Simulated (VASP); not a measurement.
Method: PBE GGA, VASP's PBE PAW potentials (set 64) (plane waves; VASP 6.6.1).

The input files of a VASP run:

File KPOINTS:
```
Automatic mesh
0
Gamma
1 1 1
0 0 0
```

File POSCAR:
```
La
1.0
  1.8850000000  -3.2649160000   0.0000000000
  1.8850000000   3.2649160000   0.0000000000
  0.0000000000   0.0000000000  12.1600000000
La
4
Cart
  0.0000000000   0.0000000000   6.0800000000
  0.0000000000   0.0000000000   0.0000000000
  1.8850000000   1.0883075099   3.0400000000
  1.8850000000  -1.0883075099   9.1200000000
```

### INCAR
```
! general
SYSTEM  = La
PREC    = Accurate
ENCUT   = 300
LREAL   = F
LASPH   = T

! electronic loop
EDIFF   = 1E-6
NELM    = 100
ALGO    = Normal
LMAXMIX = 6

! smearing
ISMEAR  = -1
SIGMA   = 0.1

! functional
GGA     = PE

! ions
ISIF    = 2

! output
LWAVE   = F
LCHARG  = F
```

POTCAR, in this order: La (PBE.64 set). Program: vasp_std.

Task: What will the output report for the number of irreducible k-points (NKPTS), largest plane-wave count, number of space-group operations, FFT grid (NGX, NGY, NGZ)?

Result: 
number of irreducible k-points (NKPTS): 1
largest plane-wave count: 1775
number of space-group operations: 24
FFT grid (NGX, NGY, NGZ): 24 × 24 × 70

The structure is a typed La crystal (P6_3/mmc). The cell was not relaxed at this level. The k-mesh is coarse (spacing up to 1.92 per Å, 2π included), so the numbers may not be converged in it. The run is one of a series of settings (KPOINTS 1×1×1 Γ-centred mesh against the base run), some of them coarse on purpose. VASP warned that the highest band is occupied, so more bands are needed.
